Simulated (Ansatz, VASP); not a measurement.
# SiC (Moissanite 3C) in two plane-wave programs

Aim: how closely do two programs agree when they are given the same cell, functional and k mesh? The cell is taken from a series of runs on this material, whose earlier steps may have relaxed, scaled, displaced or heated it; both programs get it as it stands. Other levels of theory on this material are compared in a session of their own.

Method: plane waves, with VASP 6.6.1 beside it; PBE with D3(BJ), in Ansatz 0.2.0.

### Step 1. Set-up

Symmetry: F-43m, No. 216, cubic system. Conventional cell: a = 4.328 Å, b = 4.328 Å, c = 4.328 Å, α = 90.00°, β = 90.00°, γ = 90.00°. Nearest to Si lie 4 C at 1.87 Å. C has 4 Si at 1.87 Å nearest. Farther neighbours are not listed.

Coordinates:

```xyz
2
Lattice="0.0000 2.1642 2.1642 2.1642 0.0000 2.1642 2.1642 2.1642 0.0000" Properties=species:S:1:pos:R:3 pbc="T T T"
Si    0.0000    0.0000    0.0000
C     1.0821    1.0821    1.0821
```

### Step 2. VASP: single point, PBE with D3(BJ)

A single point takes one fixed geometry, so differences don't come from the geometry; what else differs is listed under the comparison.

Lines of VASP's logs that name or quote its potential files are left out, and so is its time.

The input, INCAR:

```
SYSTEM = SiC
PREC = Accurate
ENCUT = 520
EDIFF = 1E-06
NELM = 120
ISMEAR = 0
SIGMA = 0.01
LREAL = .FALSE.
ALGO = Normal
GGA = PE
IVDW = 12
NBANDS = 10
LORBIT = 11
LWAVE = .FALSE.
LCHARG = .FALSE.
ISIF = 2
LASPH = .TRUE.
GGA_COMPAT = .FALSE.
EFERMI = MIDGAP
```

The input, POSCAR:

```
SiC
1.0
    0.0000000000      2.1642378442      2.1642378442
    2.1642378442      0.0000000000      2.1642378442
    2.1642378442      2.1642378442      0.0000000000
Si C
1 1
Direct
    0.0000000000      0.0000000000      0.0000000000
    0.2500000000      0.2500000000      0.2500000000
```

The input, KPOINTS:

```
Automatic mesh
0
Gamma
10 10 10
0 0 0
```

PAW data sets: Si and C (PBE family, release 64).

Launch:

```console
$ mpirun -np 1 vasp_std
```

Numbers of over 12 decimals in the logs are rounded to 6 here.

The program printed:

```text
[banner, memory and clock lines left out]
running    1 mpi-ranks, on    1 nodes
 distrk:  each k-point on    1 cores,    1 groups
 distr:  one band on    1 cores,    1 groups

 POSCAR found type information on POSCAR SiC
 POSCAR found :  2 types and       2 ions
 LDA part: xc-table for (Slater+PW92), standard interpolation
 POSCAR, INCAR and KPOINTS ok, starting setup
 FFT: planning ... GRIDC
 FFT: planning ... GRID_SOFT
 FFT: planning ... GRID
 WAVECAR not read
 entering main loop
       N       E                     dE             d eps       ncg     rms          rms(c)
DAV:   1     0.363742978724E+01    0.36374E+01   -0.39453E+03   980   0.666E+02
DAV:   2    -0.163482898096E+02   -0.19986E+02   -0.18724E+02  1240   0.114E+02
DAV:   3    -0.169534372624E+02   -0.60515E+00   -0.60425E+00  1100   0.169E+01
DAV:   4    -0.169557849339E+02   -0.23477E-02   -0.23475E-02  1068   0.134E+00
DAV:   5    -0.169557960934E+02   -0.11159E-04   -0.11159E-04  1102   0.849E-02    0.903E+00
DAV:   6    -0.151077622679E+02    0.18480E+01   -0.67820E+00   978   0.127E+01    0.401E+00
DAV:   7    -0.150506751677E+02    0.57087E-01   -0.40022E-01  1108   0.390E+00    0.182E+00
DAV:   8    -0.150428610126E+02    0.78142E-02   -0.20861E-02   962   0.104E+00    0.163E-01
DAV:   9    -0.150430012870E+02   -0.14027E-03   -0.14139E-03  1222   0.232E-01    0.114E-01
DAV:  10    -0.150431043997E+02   -0.10311E-03   -0.19740E-04  1018   0.951E-02    0.239E-02
DAV:  11    -0.150431063031E+02   -0.19034E-05   -0.34506E-05  1068   0.332E-02    0.577E-03
DAV:  12    -0.150431066758E+02   -0.37264E-06   -0.13325E-06   570   0.798E-03
   1 F= -.15657753E+02 E0= -.15657753E+02  d E =0.000000E+00
```

OUTCAR, selected parts (step 2):

```text
ion  position               nearest neighbor table
   1  0.000  0.000  0.000-   2 1.87   2 1.87   2 1.87   2 1.87
   2  0.250  0.250  0.250-   1 1.87   1 1.87   1 1.87   1 1.87

  LATTYP: Found a face centered cubic cell.
 ALAT       =     4.3284756884

 Subroutine GETGRP returns: Found 24 space group operations
 (whereof 24 operations were pure point group operations)

The static configuration has the point symmetry T_d .

 Found     47 irreducible k-points:

   k-points           NKPTS =     47   k-points in BZ     NKDIM =     47   number of bands    NBANDS=     10

   dimension x,y,z NGX =    24 NGY =   24 NGZ =   24
   dimension x,y,z NGXF=    48 NGYF=   48 NGZF=   48

   ENCUT  =  520.0 eV  38.22 Ry    6.18 a.u.   5.69  5.69  5.69*2*pi/ulx,y,z

   NELECT =       8.0000    total number of electrons

 k-points in reciprocal lattice and weights: Automatic mesh
   0.00000000  0.00000000  0.00000000       0.001
   0.10000000  0.00000000  0.00000000       0.008
   0.20000000  0.00000000  0.00000000       0.008
   0.30000000  0.00000000  0.00000000       0.008
   0.40000000  0.00000000  0.00000000       0.008
   0.50000000  0.00000000  0.00000000       0.004
   0.10000000  0.10000000  0.00000000       0.006
   0.20000000  0.10000000  0.00000000       0.024
   0.30000000  0.10000000  0.00000000       0.024
[...]
-0.30000000  0.40000000  0.20000000       0.024
  -0.30000000  0.50000000  0.20000000       0.012

 average (electrostatic) potential at core
       1 -80.0898       2 -44.4915

 E-fermi :   9.0062

 k-point     1 :       0.0000    0.0000    0.0000
  band No.  band energies     occupation
      1      -7.2269      2.00000
      2       8.3374      2.00000
      3       8.3374      2.00000
      4       8.3374      2.00000
      5      14.8109      0.00000
      6      15.7880      0.00000
      7      15.7880      0.00000
      8      15.7880      0.00000
      9      22.9640      0.00000
    ...

 k-point     2 :       0.1000    0.0000    0.0000
  band No.  band energies     occupation
      1      -7.0283      2.00000
      2       7.3263      2.00000
      3       8.2032      2.00000
      4       8.2032      2.00000
      5      15.0400      0.00000
      6      16.0342      0.00000
      7      16.0342      0.00000
      8      16.0921      0.00000
      9      22.0005      0.00000
    ...

 k-point     3 :       0.2000    0.0000    0.0000
  band No.  band energies     occupation
      1      -6.4413      2.00000
      2       5.1880      2.00000
      3       7.8952      2.00000
      4       7.8952      2.00000
      5      14.7248      0.00000
      6      16.3888      0.00000
      7      16.3888      0.00000
      8      17.3127      0.00000
      9      21.3321      0.00000
    ...

 Edisp (eV)   -0.61465

  Total       0.39498     0.39498     0.39498     0.00000     0.00000    -0.00000
  in kB      31.21308    31.21308    31.21308     0.00000     0.00000    -0.00000
  external pressure =       31.21 kB  Pullay stress =        0.00 kB

  energy-cutoff  :      520.00
  volume of cell :       20.27
      direct lattice vectors                 reciprocal lattice vectors
     0.000000000  2.164237844  2.164237844    -0.231028212  0.231028212  0.231028212
     2.164237844  0.000000000  2.164237844     0.231028212 -0.231028212  0.231028212
     2.164237844  2.164237844  0.000000000     0.231028212  0.231028212 -0.231028212

 POSITION                                       TOTAL-FORCE (eV/Angst)
 -----------------------------------------------------------------------------------
      0.00000      0.00000      0.00000        -0.000000     -0.000000     -0.000000
      1.08212      1.08212      1.08212         0.000000      0.000000      0.000000
 -----------------------------------------------------------------------------------
    total drift:                                0.000000      0.000000      0.000000

  FREE ENERGIE OF THE ION-ELECTRON SYSTEM (eV)
  ---------------------------------------------------
  free  energy   TOTEN  =       -15.6577533865 eV

  energy  without entropy=      -15.6577533865  energy(sigma->0) =      -15.65775339

 total charge
# of ion       s       p       d       tot
------------------------------------------
    1        0.709   0.987   0.000   1.697
    2        0.840   1.728   0.000   2.568
--------------------------------------------------
tot          1.549   2.716   0.000   4.265

[... 3 further parts left out ...]
```

The run ends at a pressure of 3.12 GPa.

### Step 3. Ansatz: single point, PBE with D3(BJ)

Ansatz runs on PAW files that the input asks for by source.

The same cell, functional and mesh now go to Ansatz, which takes its cutoff from its data sets.

The input, input.yaml:

```yaml
crystal:
  lattice:
    - [0.0, 2.1642378442, 2.1642378442]
    - [2.1642378442, 0.0, 2.1642378442]
    - [2.1642378442, 2.1642378442, 0.0]
  atoms:
    - { symbol: Si, position: [0.0, 0.0, 0.0] }
    - { symbol: C, position: [0.25, 0.25, 0.25] }
kpoints:
  mp_grid: { grid: [10, 10, 10] }
hamiltonian:
  xc: pbe
  pseudopotentials: { kind: paw, source: ansatz }
  dispersion: d3bj
scf:
  occupations: { method: fixed }
  n_extra_bands: 4
  lower_state_search: "off"
  convergence: { dr2_threshold: 1.0e-09 }
output:
  eigenvalues: true
```

Launch:

```console
$ ansatz run input.yaml --threads 4 --pin off --max-ram 18432MiB --backend cpu --events-out ev --progress --plain --runs-dir out
```

The program printed:

```text
scf.n_extra_bands = 4 over 4 filled bands (N_el = 8.0): the run solves 8 bands
Engine: ansatz 0.2.0, aarch64-unknown-linux-gnu
Pseudopotentials: kind: paw
Pseudopotential: Si, paw, valence charge 4, recommended cutoff 460 eV (normal), Si.paw.azcp
Pseudopotential: C, paw, valence charge 4, recommended cutoff 820 eV (normal), C.paw.azcp
Functional definition: PBE
  parameter kappa = 0.804
  parameter beta = 0.066725
  exchange = pbe_x(kappa = kappa, mu = beta*pi^2/3)
  correlation = pbe_c(beta = beta)
Crystal: 2 atoms, lattice volume = 20.274 Å³
Basis set: ecut = 820 eV, 1067 PW (Γ)
Bands: 8, of which v1, the nominal top of the filled ones, is band 4 counted from 1 (3 counted from 0)
Symmetry: 24 space group operations
Space group: F-43m (ITA 216), of the structure as read, at distance tolerance 2.7e-5 Å
k-points: 47 of 1000 (time reversal used)
Non-local potential: Si, projectors of the file, l = 0: 2, l = 1: 3, l = 2: 1
Non-local potential: C, projectors of the file, l = 0: 2, l = 1: 2
PAW form: soft (Blöchl's): semilocal exchange-correlation on the pseudo side does not see the compensation charge
PAW one-centre angular grid: Si, 110 points (default); XC on 64 Gauss nodes
PAW one-centre angular grid: C, 110 points (default); XC on 64 Gauss nodes
Initial density: superposition of atomic densities (chi_scale 0.1, normalization cell, long waves kept (reshape's long-wave potential 0.00 eV rms))
Initial wavefunctions: pseudopotential atomic-orbital guess
Functional: x = pbe(κ = 0.804, μ = 0.219515), c = pbe(β = 0.066725)
SCF iter   1: F=—  HF=-889.253910 eV  |F-HF|=—  |Δ(HF+E_count)|=         —  Δρ=1.44e-1  dr2=5.04e0  ethr=3.10e-3  ⟨swp⟩=5.2  Hψ=2690  notcnv=0  defer=85
preconditioner: auto → none  [insulator: Δε(μ)=3.318 eV  Ē_g=14.943 eV  n_scr=0 (ndim 8)  ℏωp=23.3 eV  f_vac=0.000  ε∞_Penn≈3.4]
SCF iter   2: F=—  HF=-887.747943 eV  |F-HF|=—  |Δ(HF+E_count)|=    1.51e0  Δρ=4.94e-2  dr2=3.05e-1  ethr=3.10e-3  ⟨swp⟩=3.2  Hψ=1251  notcnv=0  defer=81
SCF iter   3: F=—  HF=-887.673172 eV  |F-HF|=—  |Δ(HF+E_count)|=   7.48e-2  Δρ=1.99e-2  dr2=4.12e-2  ethr=3.10e-3  ⟨swp⟩=2.3  Hψ=703  notcnv=0  defer=85
SCF iter   4: F=—  HF=-887.671335 eV  |F-HF|=—  |Δ(HF+E_count)|=   1.84e-3  Δρ=1.32e-3  dr2=2.31e-4  ethr=5.16e-4  ⟨swp⟩=2.0  Hψ=477  notcnv=0  defer=87
SCF iter   5: F=—  HF=-887.671435 eV  |F-HF|=—  |Δ(HF+E_count)|=   9.95e-5  Δρ=2.26e-4  dr2=4.17e-6  ethr=2.89e-6  ⟨swp⟩=2.6  Hψ=627  notcnv=0  defer=87
SCF iter   6: F=—  HF=-887.671435 eV  |F-HF|=—  |Δ(HF+E_count)|=   9.27e-7  Δρ=4.89e-5  dr2=3.51e-7  ethr=5.21e-8  ⟨swp⟩=2.0  Hψ=557  notcnv=0  defer=11
SCF iter   7: F=—  HF=-887.671437 eV  |F-HF|=—  |Δ(HF+E_count)|=   1.25e-6  Δρ=9.31e-6  dr2=1.26e-8  ethr=4.39e-9  ⟨swp⟩=2.1  Hψ=539  notcnv=0  defer=1
SCF iter   8: F=-887.671437 eV  HF=-887.671437 eV  |F-HF|=7.73e-12  |Δ(HF+E_count)|=   2.38e-9  Δρ=3.63e-7  dr2=1.35e-11  ethr=1.25e-11  ⟨swp⟩=4.7  Hψ=1859  notcnv=0
SCF 1 converged in 8 iterations: F = -887.671437 eV  dr2 = 1.35e-11
  greatest PAW one-centre occupation: 0.488 electrons in one spin orbital (limit 2), on the Si atom at site 0 (counted from 0), in its partial waves of l = 0
SCF converged after 8 iterations
Free energy (F): -887.671437 eV
Harris-Foulkes:  -887.671437 eV  (|F-HF|=7.73e-12)
Internal energy: -887.671437 eV  (E = F + TS)
E sigma→0 (E₀):  -887.671437 eV
Fermi energy:    9.765762 eV
--- Per-component energies (eV) ---
  E_band       = 30.523178
  E_kinetic    = 151.054833
  E_local      = -109.329586  (includes V_loc(G=0)·N_el)
  E_nonlocal   = 43.803882
  E_hartree    = 31.530063
  E_xc         = -113.443173
  E_vxc        = -110.282024  (∫ρ·V_xc dr)
  E_paw        = -603.946404  (= ΣΔE_a)
  E_vpaw       = -7.784025  (= ΣTr[D̂ρ^β])
  E_aug_tail   = -0.000005  (compensation charges beyond the density's cutoff)
  E_ewald      = -286.726276
  E_disp       = -0.614772  (pairwise vdW)
  E_smearing   = -0.000000  (= −TS)
  E_closure    = 0.000000  (closes the sum)
  Σ components = -887.671437   (vs F -887.671437, Δ=0.00e0)
--- Band table (eV; the first three rows and the last of 47) ---
  k-point 0: bands = ["-5.8048", "9.7658", "9.7658", "9.7658", "16.2183", "17.2095", "17.2095", "17.2095"]
  k-point 1: bands = ["-5.6062", "8.7529", "9.6310", "9.6310", "16.4518", "17.4560", "17.4560", "17.5102"]
  k-point 2: bands = ["-5.0190", "6.6126", "9.3218", "9.3218", "16.1414", "17.8119", "17.8119", "18.7278"]
  k-point 46: bands = ["-0.4734", "2.5895", "4.8836", "5.1122", "14.4789", "17.9548", "19.9649", "21.1466"]
```

In the SCF lines HF is the Harris–Foulkes energy and dr2 the Hartree energy of the density residual, in eV; the loop may stop once dr2 is under the threshold and the program's other checks hold. Hψ counts applications of the Hamiltonian.

### Step 4. Side by side

Known differences besides the potentials themselves: fixed occupations in Ansatz, narrow Gaussian smearing in VASP; the cutoff is 820 eV in Ansatz and 520 eV in VASP. Total energies have different zeros and are not compared.

Compared:

```
              quantity  Ansatz   VASP  difference
gap on the k mesh (eV)   1.339  1.338      +0.002
```

A gap on the mesh is an upper bound, since the band edges may lie between its points.

### Step 5. What came out

| Quantity | Value |
| --- | --- |
| difference in gap on the k mesh (single point, PBE with D3(BJ)) | 0.0019 eV |

In words: The difference in gap on the k mesh is 0.0019 eV (single point, PBE with D3(BJ)), within the 0.08 eV picked in this series as the mark of a large difference. 5 further pairs of this series are not shown here. How closely two codes agree says nothing of how well the functional describes the real material.

[Lines on the potential files, build, host, timing and source positions are cut from VASP's logs without a mark.]

[Logs are printed without paths, hosts, clocks, repeated set-up lines and the standing remarks that a program may print on its own settings, such as how far it seeks lower states.]

[Hosts, paths, dates, database ids (printed as entryN), source tags and the programs' standing remarks are cut or masked in the printed files.]
